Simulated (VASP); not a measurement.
A run of VASP 6.6.1 is set up as follows.

The input INCAR:

```
PREC = Accurate ; ENCUT = 600
EDIFF = 1E-6 ; ISMEAR = 0
SIGMA = 0.02 ; LREAL = F
LASPH = T ; NELM = 100
ALGO = Normal ; ISIF = 3
LWAVE = F ; LCHARG = F
GGA = PE ; IVDW = 12
IBRION = 2 ; NSW = 70
EDIFFG = -0.02
```

Contents of KPOINTS:

```
regular mesh
0
Gamma
  12 12 6
```

Contents of POSCAR:

```
AlN
1.0
    3.1285882000      0.0000000000      0.0000000000
   -1.5642941000      2.7094368900      0.0000000000
    0.0000000000      0.0000000000      5.0169549000
Al N
2 2
Direct
    0.6666666900      0.3333333400      0.4992870100
    0.3333333400      0.6666666900      0.9992870100
    0.6666666900      0.3333333400      0.8807129900
    0.3333333400      0.6666666900      0.3807129900
```

Potentials or basis: VASP PAW PBE potentials, release 64 (Al, N).

Launch:

```console
$ cat potpaw_PBE.64/Al/POTCAR potpaw_PBE.64/N/POTCAR > POTCAR
$ mpirun -np 1 vasp_std > vasp.out
```

What does it give for the band gap on the k mesh?

4.25 eV, direct.

Predict the relaxed volume.

10.40 Å³/atom.

Step by step:
```
step  energy change (eV)  largest force (eV/Å)  pressure (GPa)  volume (Å³)
   1              0.0000                0.0024           -4.23        42.53
   2             -0.0029                0.0138            3.99        40.82
   3             -0.0125                0.0087            0.00        41.61
```

A k mesh can miss the band edges. A hybrid or GW would open this gap; PBE tends to underestimate it.
